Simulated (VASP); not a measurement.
Method: LDA (Ceperley-Alder, Perdew-Zunger), VASP's LDA PAW potentials (set 64) (plane waves; VASP).

VASP ran on this input.

KPOINTS:
```
Automatic mesh
0
Gamma
8 8 8
0 0 0
```

INCAR:
```
SIGMA  =  0.136   # width (eV)
SYSTEM  =  Ru
EDIFF  =  1E-6
NSW  =  50
ALGO  =  Normal   # blocked Davidson
ISIF  =  3
ENCUT  =  210
LWAVE  =  F
LREAL  =  F   # projection in real space or not
LMAXMIX  =  4
LASPH  =  T   # aspherical one-centre terms
NELM  =  100
PREC  =  Accurate
ISMEAR  =  -1   # Fermi-Dirac
LCHARG  =  F
EDIFFG  =  -0.01   # ionic stop
IBRION  =  2
```

**POSCAR**
```
Ru
1.0
  2.7460100000   0.0000000000   0.0000000000
 -1.3730050000   2.3781150000   0.0000000000
  0.0000000000   0.0000000000   4.3282800000
Ru
2
Cartesian
 -0.0000013730   1.5854107927   1.0820700000
  1.3730063730   0.7927042073   3.2462100000
```

POTCAR, in this order: Ru_pv (LDA.64 set). Program: vasp_std.

At this cut-off the stress carries a Pulay error, which pulls relaxed volumes low. Gaps are read on the run's mesh, which can miss a band edge. Energy and stress use the plane-wave basis of the starting cell.

**Question.** Predict the energy per atom (σ→0), volume per atom, band gap (on the k-mesh).

**Answer.** 
| Quantity | Value |
|---|---|
| energy per atom (σ→0) | -10.938 eV/atom |
| band gap (on the k-mesh) | none (metal, semimetal or under 0.01 eV) |
| volume per atom | 12.38 Å³/atom |

OSZICAR:
```
...
       N       E                     dE             d eps       ncg     rms          rms(c)
DAV:   1    -0.219222033115E+02   -0.97478E-02   -0.23020E-01  1824   0.524E+00    0.788E-01
DAV:   2    -0.219143613215E+02    0.78420E-02   -0.19017E-02  1822   0.146E+00    0.176E-01
DAV:   3    -0.219137215362E+02    0.63979E-03   -0.20001E-03  1880   0.401E-01    0.803E-02
DAV:   4    -0.219137184073E+02    0.31290E-05   -0.20961E-04  2488   0.102E-01    0.241E-02
DAV:   5    -0.219137165334E+02    0.18738E-05   -0.13466E-05  1874   0.355E-02    0.912E-03
DAV:   6    -0.219137157169E+02    0.81654E-06   -0.31655E-06  1810   0.179E-02
  10 F= -.21913716E+02 E0= -.21875481E+02  d E =-.133114E-03
```

The structure comes from a computed database's Ru entry; how it stands against other phases isn't given here. This run relaxes it. Symmetry was kept, so distortions that lower it aren't found. The k-mesh is coarse (spacing up to 0.35 per Å, 2π included), so the numbers may not be converged in it. The run is one of a series of settings (EDIFFG = -0.01, ENCUT = 210, GGA removed, IBRION = 2, ISIF = 3, ISMEAR = -1, NSW = 50, KPOINTS 8×8×8 Γ-centred mesh, POTCAR Ru_pv (LDA.64 set) against the base run), some of them coarse on purpose. VASP warned that the highest band is occupied, so more bands are needed.
